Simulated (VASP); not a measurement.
Energy against volume of CsCl (CsCl type). All values below come from SCAN meta-GGA, VASP's PBE PAW potentials (set 64) (plane waves; VASP 6.6.1). Settings: 520 eV cut-off, 7×7×7 Γ-centred mesh, Gaussian smearing of 0.050 eV, potentials Cs_sv Cl.

```tsv
V (Å³/atom)	E (eV/atom)
32.869	-25.06539
33.918	-25.07267
34.967	-25.07529
36.016	-25.07400
```

Q: Fit these four points and predict the energy of the run at 37.065 Å³/atom.

A: A cubic in V^(−2/3), the third-order Birch-Murnaghan form, passes through the four points with V0 = 35.12 Å³/atom and B0 = 19 GPa, and gives -25.0694 eV/atom there. The run gave -25.0695 eV/atom, -0.1 meV/atom from the fit; all five points give B0 = 19 GPa.

The compound is CsCl in the CsCl type structure. It was relaxed first.
